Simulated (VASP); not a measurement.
Consider the following.

```
CELL_PARAMETERS angstrom
     -1.73912     1.73912     1.73912
      1.73912    -1.73912     1.73912
      1.73912     1.73912    -1.73912
ATOMIC_POSITIONS crystal
  Li 0.00000 0.00000 0.00000
```

Method: vdW-DF-cx, VASP's PBE PAW potentials (set 64) (plane waves; VASP). Run with 520 eV cut-off, Gaussian smearing of 0.050 eV, potentials Li_sv.

Question: Give the energies of bands 2 to 4 at the high-symmetry points, in eV from the Fermi level.

Answer: 
| band | Γ | H | N | P |
|---|---|---|---|---|
| 2 | -3.55 | 5.45 | 0.22 | 3.29 |
| 3 | 14.60 | 5.45 | 3.12 | 3.29 |
| 4 | 14.60 | 5.45 | 10.30 | 3.29 |

It has no gap at this level: it comes out as a metal or semimetal.

The compound is Li in the bcc structure. It was relaxed first.
